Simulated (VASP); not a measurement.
Consider the following.

```
CELL_PARAMETERS angstrom
      0.00000     1.71057     1.71057
      1.71057     0.00000     1.71057
      1.71057     1.71057     0.00000
ATOMIC_POSITIONS crystal
  Ni 0.00000 0.00000 0.00000
```
Starting moments (μB, in the order of the record's atoms Ni): 0.6.

Level of theory: LDA (Ceperley-Alder, Perdew-Zunger), VASP's LDA PAW potentials (set 64) (plane waves; VASP). Run with 520 eV cut-off, 20×20×20 Γ-centred mesh, tetrahedra with Blöchl corrections, potentials Ni.

### Question
Predict the cell moment, energy per atom (σ→0), band gap (on the k-mesh) with the smallest direct gap where there is one.

### Answer

* **band gap (on the k-mesh)**: none (metal, semimetal or under 0.01 eV)
* **cell moment**: 0.56 μB
* **energy per atom (σ→0)**: -6.580 eV/atom

### Question
Give the moment on each site (PAW-sphere projection).

### Answer

```tsv
site	moment (μB)
Ni1	0.56
```

The compound is Ni in the fcc structure. It was relaxed first, which changed the volume by -8 %.
